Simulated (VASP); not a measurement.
# YTi with PW91 + D4: from relaxation to properties, part 4 of 5

What structure does YTi take at this level, and what are its properties? The cell is generated by rule, not measured, and may not be a known phase. Left out of this account: at least 1 further run (elastic: elastic constants of a metal on too coarse a mesh).

VASP 6.6.1, plane waves and PAW; the level of theory is named at each step.

Still holding for the runs below: This run has no spin polarisation. Its electron count is odd, so without a moment it is a metal by construction. The k-mesh is coarse for a metal.

So far. Step 6 (Density of states (PW91 + D4)): The finer mesh and the other smearing move the Fermi level by +0.06 eV from the 6×6×6 run, one measure of the sampling error in the zero of the bands above. Of the states within 0.3 eV of the Fermi level, the largest shares in the PAW spheres are Ti d 49 %, Y d 16 % and Y p 8 %. The rest lies in smaller channels or between the spheres. The relaxed cell has a = 3.586 Å (conventional setting).

## Step 8: Bands along the symmetry lines (PW91 + D4 + SOC)

This step: PW91 with D4, spin-orbit coupling; plane waves and PAW (Y_sv, Ti_sv); invented cell (VASP 6.6.1).

The mesh alone shows little of the dispersion and can miss band extrema, so KPOINTS_OPT adds a path through the symmetry points after the self-consistent cycle. Spin-orbit coupling needs spinors and the noncollinear program, where each band holds one electron.

File INCAR:

```
SYSTEM = YTi
PREC = Accurate
ENCUT = 400
EDIFF = 1E-06
NELM = 100
ISMEAR = 1
SIGMA = 0.2
LREAL = .FALSE.
ALGO = Normal
GGA = 91
IVDW = 13
VDW_S6 = 1
VDW_S8 = 0.77283111
VDW_A1 = 0.39581542
VDW_A2 = 4.93405761
LNONCOLLINEAR = .TRUE.
MAGMOM = 0 0 0 0 0 0
NBANDS = 34
GGA_COMPAT = .FALSE.
LASPH = .TRUE.
LSORBIT = .TRUE.
LMAXMIX = 4
LORBIT = 11
LWAVE = .FALSE.
LCHARG = .FALSE.
```

File POSCAR:

```
YTi
1.0
    3.5863537839      0.0000000000      0.0000000000
    0.0000000000      3.5863537839      0.0000000000
    0.0000000000      0.0000000000      3.5863537839
Y Ti
1 1
Direct
    0.5000000000      0.5000000000      0.5000000000
    0.0000000000      0.0000000000      0.0000000000
```

File KPOINTS:

```
Automatic mesh
0
Gamma
5 5 5
0 0 0
```

File KPOINTS_OPT:

```
Line mode
16
Line-mode
Reciprocal
  0.00000000   0.00000000   0.00000000 GAMMA
  0.00000000   0.50000000   0.00000000 X

  0.00000000   0.50000000   0.00000000 X
  0.50000000   0.50000000   0.00000000 M

  0.50000000   0.50000000   0.00000000 M
  0.00000000   0.00000000   0.00000000 GAMMA

  0.00000000   0.00000000   0.00000000 GAMMA
  0.50000000   0.50000000   0.50000000 R

  0.50000000   0.50000000   0.50000000 R
  0.00000000   0.50000000   0.00000000 X

  0.50000000   0.50000000   0.00000000 M
  0.50000000   0.50000000   0.50000000 R
```

PAW data sets: Y_sv and Ti_sv (PBE family, release 64).

Started as:

```
mpirun -np 1 vasp_ncl
```

What it wrote:

```text
[... set-up lines as in an earlier step ...]
 entering main loop
       N       E                     dE             d eps       ncg     rms          rms(c)
DAV:   1     0.208842902640E+03    0.20884E+03   -0.95198E+03   680   0.123E+03
DAV:   2     0.837599136497E+01   -0.20047E+03   -0.19422E+03   714   0.400E+02
DAV:   3    -0.135077128163E+02   -0.21884E+02   -0.20772E+02  1136   0.105E+02
DAV:   4    -0.149908019553E+02   -0.14831E+01   -0.14625E+01   932   0.254E+01
DAV:   5    -0.150830635786E+02   -0.92262E-01   -0.92200E-01  1004   0.521E+00    0.340E+01
DAV:   6    -0.144158815581E+02    0.66718E+00   -0.11196E+01   858   0.286E+01    0.112E+01
DAV:   7    -0.138521769678E+02    0.56370E+00   -0.81340E+00   860   0.219E+01    0.142E+01
DAV:   8    -0.135319165338E+02    0.32026E+00   -0.15201E+00   848   0.103E+01    0.243E+00
DAV:   9    -0.135400378125E+02   -0.81213E-02   -0.95145E-02   928   0.176E+00    0.159E+00
DAV:  10    -0.135401250276E+02   -0.87215E-04   -0.49653E-03   884   0.560E-01    0.907E-01
DAV:  11    -0.135393404370E+02    0.78459E-03   -0.10281E-02   780   0.958E-01    0.211E-01
DAV:  12    -0.135393361453E+02    0.42917E-05   -0.54213E-04   866   0.207E-01    0.951E-02
DAV:  13    -0.135393459189E+02   -0.97736E-05   -0.89070E-05   942   0.700E-02    0.354E-02
DAV:  14    -0.135393488514E+02   -0.29325E-05   -0.90951E-06   988   0.217E-02    0.280E-02
DAV:  15    -0.135393478504E+02    0.10011E-05   -0.76367E-06   784   0.291E-02    0.440E-03
DAV:  16    -0.135393478723E+02   -0.21927E-07   -0.11297E-06   636   0.685E-03
   1 F= -.13903660E+02 E0= -.13906315E+02  d E =0.796474E-02  mag=     0.0000    -0.0000     0.0000
 Start KPOINTS_OPT (optional k-point list driver)
k-point batch [1-10\96]
       N       E                     dE             ncg
DAV:   1    -0.191840683725E+04   -0.26414E+04      680
DAV:   2    -0.394566399155E+04   -0.20273E+04      708
DAV:   3    -0.417924951153E+04   -0.23359E+03     1128
DAV:   4    -0.419346335631E+04   -0.14214E+02      920
DAV:   5    -0.419470959381E+04   -0.12462E+01      998
DAV:   6    -0.419473075602E+04   -0.21162E-01      952
DAV:   7    -0.419473175958E+04   -0.10036E-02     1000
DAV:   8    -0.419473177666E+04   -0.17082E-04      880
DAV:   9    -0.419473177751E+04   -0.84377E-06      728
[...]
k-point batch [91-96\96]
       N       E                     dE             ncg
DAV:   1     0.194404415641E+04   -0.62632E+04      408
DAV:   2     0.814702074457E+03   -0.11293E+04      412
DAV:   3     0.712623860513E+03   -0.10208E+03      572
DAV:   4     0.705656319596E+03   -0.69675E+01      552
DAV:   5     0.705047527888E+03   -0.60879E+00      616
DAV:   6     0.705040059690E+03   -0.74682E-02      584
DAV:   7     0.705039824636E+03   -0.23505E-03      584
DAV:   8     0.705039818438E+03   -0.61981E-05      496
DAV:   9     0.705039818107E+03   -0.33058E-06      312
```

Elapsed: 88 s, on 1 MPI rank of Intel Xeon 6975P-C (Granite Rapids), shared host; peak memory 0.22 GiB.

From OUTCAR (step 8):

```text
   k-points           NKPTS =     10   k-points in BZ     NKDIM =     10   number of bands    NBANDS=     34

   NELECT =      23.0000    total number of electrons

 E-fermi :   5.3059

 k-point     1 :       0.0000    0.0000    0.0000
  band No.  band energies     occupation
    ...
     18       0.0276      1.00000
     19       3.4290      1.00000
     20       3.4290      1.00000
     21       3.4290      1.00000
     22       3.4290      1.00000
     23       6.2344     -0.00000
     24       6.2344     -0.00000
     25       6.2344     -0.00000
     26       6.2344     -0.00000
     27       6.2666     -0.00000
    ...

  DFT-D4 for vdW energy calculation

  Edisp (eV):   -0.36431

  Total      -0.01529    -0.01529    -0.01529     0.00000     0.00000     0.00000
  in kB      -0.53107    -0.53107    -0.53107     0.00000     0.00000     0.00000
  external pressure =       -0.53 kB  Pullay stress =        0.00 kB

 POSITION                                       TOTAL-FORCE (eV/Angst)
 -----------------------------------------------------------------------------------
      1.79318      1.79318      1.79318         0.000000      0.000000      0.000000
      0.00000      0.00000      0.00000         0.000000      0.000000      0.000000
 -----------------------------------------------------------------------------------
    total drift:                                0.000000     -0.000000     -0.000000

  FREE ENERGIE OF THE ION-ELECTRON SYSTEM (eV)
  ---------------------------------------------------
  free  energy   TOTEN  =       -13.9036596854 eV

  energy  without entropy=      -13.9116244221  energy(sigma->0) =      -13.90631460

 Spin-Orbit-Coupling matrix elements
 Ion:    1  E_soc:     -0.1013077
 Ion:    2  E_soc:     -0.0109443

 magnetization (x)
# of ion       s       p       d       f       tot
--------------------------------------------------
    1        0.000   0.000   0.000   0.000   0.000
    2        0.000   0.000   0.000   0.000   0.000
--------------------------------------------------
tot          0.000   0.000   0.000   0.000   0.000

 magnetization (y)
# of ion       s       p       d       f       tot
--------------------------------------------------
    1        0.000   0.000   0.000   0.000   0.000
    2        0.000  -0.000   0.000   0.000   0.000
--------------------------------------------------
tot          0.000  -0.000   0.000   0.000   0.000

 magnetization (z)
# of ion       s       p       d       f       tot
--------------------------------------------------
    1        0.000   0.000   0.000   0.000   0.000
    2       -0.000   0.000   0.000   0.000   0.000
--------------------------------------------------
tot          0.000   0.000   0.000   0.000   0.000

[... 7 parts as in an earlier step ...]

[... 9 further parts left out ...]
```

LASPH is on here and off in scalar runs of this session, so a comparison with those holds both changes.

Numbers from this step:

| Item | Value |
| --- | --- |
| SCF cycles | 16 |
| bands | 34 |
| irreducible k-points | 10 |
| free energy (TOTEN) | -13.90 eV |
| energy at zero smearing | -13.91 eV |
| Fermi energy | 5.306 eV |
| pressure | -0.05311 GPa |

On-site spin-orbit energy by atom:

```tsv
atom	on-site spin-orbit energy (eV)
Y1	-0.101
Ti2	-0.011
```

The electronic bands at the labelled points (eV, zero at the Fermi level; # counts the bands kept in this run, so #1 is VASP's band 15):

```tsv
point	#5	#6	#7	#8	#9	#10	#11	#12
Γ	-1.88	-1.88	0.93	0.93	0.93	0.93	0.96	0.96
0.47 of the way	-1.42	-1.42	0.85	0.85	0.87	0.87	1.14	1.14
X	-0.27	-0.27	0.70	0.70	0.83	0.83	0.87	0.87
0.47 of the way	-0.14	-0.14	0.30	0.30	0.32	0.32	0.37	0.37
M	-0.25	-0.25	-0.25	-0.25	1.24	1.24	1.36	1.36
0.47 of the way	-0.63	-0.63	0.25	0.25	0.42	0.42	0.89	0.89
Γ	-1.88	-1.88	0.93	0.93	0.93	0.93	0.96	0.96
0.47 of the way	-0.76	-0.76	0.01	0.01	0.12	0.12	0.13	0.13
R	-0.69	-0.69	-0.18	-0.18	-0.08	-0.08	-0.08	-0.08
0.47 of the way	-0.66	-0.66	-0.15	-0.15	-0.03	-0.03	0.17	0.17
X	-0.27	-0.27	0.70	0.70	0.83	0.83	0.87	0.87
jump to M	-0.25	-0.25	-0.25	-0.25	1.24	1.24	1.36	1.36
0.53 of the way	-0.49	-0.49	-0.49	-0.49	0.36	0.36	0.43	0.43
R	-0.69	-0.69	-0.18	-0.18	-0.08	-0.08	-0.08	-0.08
```

Of the projections kept (Y, Ti), the largest for each band there, as a share of the weight inside these atoms' spheres; weight between the spheres isn't counted:

```tsv
point	#5	#6	#7	#8	#9	#10	#11	#12
Γ	Ti 0.55	Ti 0.55	Ti 0.84	Ti 0.84	Ti 0.84	Ti 0.84	Ti 0.84	Ti 0.84
X	Ti 0.97	Ti 0.97	Y 1.00	Y 1.00	Ti 0.91	Ti 0.91	Ti 0.92	Ti 0.92
M	Ti 0.70	Ti 0.70	Ti 0.69	Ti 0.69	Y 0.78	Y 0.78	Y 0.76	Y 0.76
Γ	Ti 0.55	Ti 0.55	Ti 0.84	Ti 0.84	Ti 0.84	Ti 0.84	Ti 0.84	Ti 0.84
R	Y 0.82	Y 0.82	Ti 0.73	Ti 0.73	Ti 0.77	Ti 0.77	Ti 0.77	Ti 0.77
X	Ti 0.97	Ti 0.97	Y 1.00	Y 1.00	Ti 0.91	Ti 0.91	Ti 0.92	Ti 0.92
```

There is no gap at this level.

## Step 9: Vibrations at Γ (PW91 + D4)

This step: PW91 with D4; plane waves and PAW (Y_sv, Ti_sv); invented cell (VASP 6.6.1).

Zone-centre modes test whether the atoms sit at a minimum within this cell. IBRION = 6 takes the force constants from differences of forces between displaced cells, so the forces must be tight.

File INCAR:

```
SYSTEM = YTi
PREC = Accurate
ENCUT = 400
EDIFF = 1E-08
NELM = 100
ISMEAR = 1
SIGMA = 0.2
LREAL = .FALSE.
ALGO = Normal
GGA = 91
IVDW = 13
VDW_S6 = 1
VDW_S8 = 0.77283111
VDW_A1 = 0.39581542
VDW_A2 = 4.93405761
LORBIT = 11
LWAVE = .FALSE.
LCHARG = .FALSE.
IBRION = 6
NFREE = 2
POTIM = 0.015
ISIF = 2
NSW = 1
```

POSCAR is that of step 8.

File KPOINTS:

```
Automatic mesh
0
Gamma
6 6 6
0 0 0
```

Started as:

```
mpirun -np 1 vasp_std
```

What it wrote:

```text
[... set-up lines as in an earlier step ...]
 entering main loop
       N       E                     dE             d eps       ncg     rms          rms(c)
[... 14 cycles as in an earlier step ...]
DAV:  15    -0.134314266819E+02   -0.21464E-07   -0.10334E-06   770   0.940E-03    0.113E-03
DAV:  16    -0.134314266411E+02    0.40829E-07   -0.12662E-07   766   0.203E-03    0.558E-04
DAV:  17    -0.134314266431E+02   -0.20664E-08   -0.49439E-09   482   0.526E-04
   1 F= -.13795738E+02 E0= -.13793533E+02  d E =-.661487E-02
 Found     2 degrees of freedom:
 Finite differences POTIM= 0.01500 DOF=   2
 bond charge predicted
       N       E                     dE             d eps       ncg     rms          rms(c)
DAV:   1    -0.134286487714E+02    0.27779E-02   -0.54495E-01  1207   0.527E+00    0.138E-01
DAV:   2    -0.134309804356E+02   -0.23317E-02   -0.24227E-02  1501   0.936E-01    0.112E-01
DAV:   3    -0.134309770243E+02    0.34113E-05   -0.61104E-04  1596   0.146E-01    0.807E-02
DAV:   4    -0.134309331987E+02    0.43826E-04   -0.88829E-05  1646   0.965E-02    0.286E-02
DAV:   5    -0.134309330834E+02    0.11526E-06   -0.49045E-05  1650   0.600E-02    0.121E-02
DAV:   6    -0.134309329806E+02    0.10280E-06   -0.11328E-05  1564   0.230E-02    0.799E-03
DAV:   7    -0.134309325272E+02    0.45343E-06   -0.25664E-06  1397   0.169E-02    0.973E-04
DAV:   8    -0.134309325792E+02   -0.52074E-07   -0.49895E-07  1571   0.496E-03    0.870E-04
DAV:   9    -0.134309325764E+02    0.28645E-08   -0.24540E-08  1116   0.150E-03
   2 F= -.13795245E+02 E0= -.13793055E+02  d E =-.657082E-02
[...]
3 F= -.13795245E+02 E0= -.13793055E+02  d E =-.657080E-02
[...]
4 F= -.13795251E+02 E0= -.13793060E+02  d E =-.657106E-02
 Finite differences progress:
  Degree of freedom:   2/  2
  Displacement:        1/  2
  Total:               3/  4
 bond charge predicted
       N       E                     dE             d eps       ncg     rms          rms(c)
DAV:   1    -0.134001509574E+02    0.30787E-01   -0.25643E+00  1424   0.345E+01    0.359E-01
DAV:   2    -0.134308251385E+02   -0.30674E-01   -0.32525E-01  1200   0.447E+00    0.276E-01
DAV:   3    -0.134310158297E+02   -0.19069E-03   -0.50210E-03  1662   0.699E-01    0.174E-01
DAV:   4    -0.134309585568E+02    0.57273E-04   -0.94201E-04  1716   0.493E-01    0.548E-02
DAV:   5    -0.134309487935E+02    0.97633E-05   -0.30720E-04  1592   0.141E-01    0.256E-02
DAV:   6    -0.134309373389E+02    0.11455E-04   -0.49540E-05  1650   0.127E-01    0.732E-03
DAV:   7    -0.134309381737E+02   -0.83487E-06   -0.78702E-06  1557   0.249E-02    0.236E-03
DAV:   8    -0.134309381287E+02    0.45062E-07   -0.39778E-07  1473   0.682E-03    0.110E-03
DAV:   9    -0.134309381134E+02    0.15316E-07   -0.59123E-08  1564   0.290E-03    0.276E-04
DAV:  10    -0.134309381092E+02    0.41368E-08   -0.72164E-09   796   0.168E-03
   5 F= -.13795251E+02 E0= -.13793060E+02  d E =-.657088E-02
 Finite differences progress:
  Degree of freedom:   2/  2
  Displacement:        2/  2
  Total:               4/  4
```

Run time: 25 s. Hardware: 1 MPI rank; peak memory 0.16 GiB.

From OUTCAR (step 9):

```text
   NELECT =      23.0000    total number of electrons

 E-fermi :   5.2588

 k-point     1 :       0.0000    0.0000    0.0000
  band No.  band energies     occupation
    ...
      7     -16.4310      2.00000
      8     -16.4309      2.00000
      9       0.0287      2.00000
     10       3.4231      2.00000
     11       3.4237      2.00000
     12       6.2257     -0.00000
     13       6.2262     -0.00000
     14       6.2262     -0.00000
     15       8.3925     -0.00000

  DFT-D4 for vdW energy calculation

  Edisp (eV):   -0.36431

  Total       0.11404     0.11526     0.11526    -0.00000    -0.00000    -0.00000
  in kB       3.96116     4.00349     4.00349    -0.00000    -0.00000    -0.00000
  external pressure =        3.99 kB  Pullay stress =        0.00 kB

 POSITION                                       TOTAL-FORCE (eV/Angst)
 -----------------------------------------------------------------------------------
      1.79318      1.79318      1.79318        -0.065357      0.000000     -0.000000
     -0.01500      0.00000      0.00000         0.065357     -0.000000      0.000000
 -----------------------------------------------------------------------------------
    total drift:                               -0.000637      0.000000     -0.000004

  FREE ENERGIE OF THE ION-ELECTRON SYSTEM (eV)
  ---------------------------------------------------
  free  energy   TOTEN  =       -13.7952507053 eV

  energy  without entropy=      -13.7886798229  energy(sigma->0) =      -13.79306041

 Eigenvectors and eigenvalues of the dynamical matrix
 ----------------------------------------------------

   1 f  =    5.855331 THz    36.790132 2PiTHz  195.312830 cm-1    24.215694 meV
             X         Y         Z           dx          dy          dz
      1.793177  1.793177  1.793177     0.000000   -0.592596   -0.000000
      0.000000  0.000000  0.000000     0.000000    0.805500    0.000000

   2 f  =    5.855331 THz    36.790132 2PiTHz  195.312830 cm-1    24.215694 meV
             X         Y         Z           dx          dy          dz
      1.793177  1.793177  1.793177     0.000000    0.000000   -0.592596
      0.000000  0.000000  0.000000    -0.000000    0.000000    0.805500

   3 f  =    5.855331 THz    36.790132 2PiTHz  195.312830 cm-1    24.215694 meV
             X         Y         Z           dx          dy          dz
      1.793177  1.793177  1.793177     0.592596   -0.000000    0.000000
      0.000000  0.000000  0.000000    -0.805500    0.000000    0.000000

   4 f/i=    0.006958 THz     0.043721 2PiTHz    0.232109 cm-1     0.028778 meV
             X         Y         Z           dx          dy          dz
      1.793177  1.793177  1.793177     0.000000   -0.805500   -0.000000
      0.000000  0.000000  0.000000     0.000000   -0.592596    0.000000

   5 f/i=    0.006958 THz     0.043721 2PiTHz    0.232109 cm-1     0.028778 meV
             X         Y         Z           dx          dy          dz
      1.793177  1.793177  1.793177    -0.000000   -0.000000    0.805500
      0.000000  0.000000  0.000000     0.000000    0.000000    0.592596

   6 f/i=    0.006958 THz     0.043721 2PiTHz    0.232109 cm-1     0.028778 meV
             X         Y         Z           dx          dy          dz
      1.793177  1.793177  1.793177    -0.805500   -0.000000    0.000000
      0.000000  0.000000  0.000000    -0.592596    0.000000    0.000000

 ELASTIC MODULI CONTR FROM IONIC RELAXATION (kBar)
 Direction    XX          YY          ZZ          XY          YZ          ZX
 --------------------------------------------------------------------------------
 XX           0.0000      0.0000      0.0000      0.0000      0.0000      0.0000
 YY           0.0000      0.0000      0.0000      0.0000      0.0000      0.0000
 ZZ           0.0000      0.0000      0.0000      0.0000      0.0000      0.0000
 XY           0.0000      0.0000      0.0000      0.0000      0.0000      0.0000
 YZ           0.0000      0.0000      0.0000      0.0000      0.0000      0.0000
 ZX           0.0000      0.0000      0.0000      0.0000      0.0000      0.0000
 --------------------------------------------------------------------------------

[... 8 parts as in an earlier step ...]

[... 9 further parts left out ...]
```

The last energy, forces, stress and levels in OUTCAR belong to the last displaced cell, not to the cell of POSCAR.

Numbers from this step:

```yaml
bands: 15
irreducible_k_points: 20
pressure_of_the_cell: 0.3936 GPa
largest_force_of_the_cell: 0 eV/Å
```

Modes at Γ, with each element's share of the kinetic energy:

```tsv
mode	frequency (cm⁻¹)	symmetry	Y %	Ti %
1	-0.2	acoustic	65	35
2	-0.2	acoustic	65	35
3	-0.2	acoustic	65	35
4	195.3	T1u	35	65
5	195.3	T1u	35	65
6	195.3	T1u	35	65
```

Displacements in mode 5 (195.3 cm⁻¹), the largest set to 1:
```
Y1   0.00  0.00 -0.54
Ti2  0.00  0.00  1.00
```

The three acoustic modes lie within 0.2 cm⁻¹ of zero, and all others are real. By the characters of their eigenvectors the optical modes sort into (cm⁻¹) infrared active: T1u 195.

(Part 4 of 5 ends here.)

[Lines on the potential files, build, host, timing and source positions are cut from VASP's logs without a mark.]

[Logs are printed without paths, hosts, clocks, repeated set-up lines and the standing remarks that a program may print on its own settings, such as how far it seeks lower states.]

[Hosts, paths, dates, database ids (printed as entryN), source tags and the programs' standing remarks are cut or masked in the printed files.]

[A measured line is paired with the nearest computed mode of its activity, which favours agreement.]

[In band tables of VASP the shares of atoms and orbitals are scaled to a sum of 1 inside the atoms' spheres.]
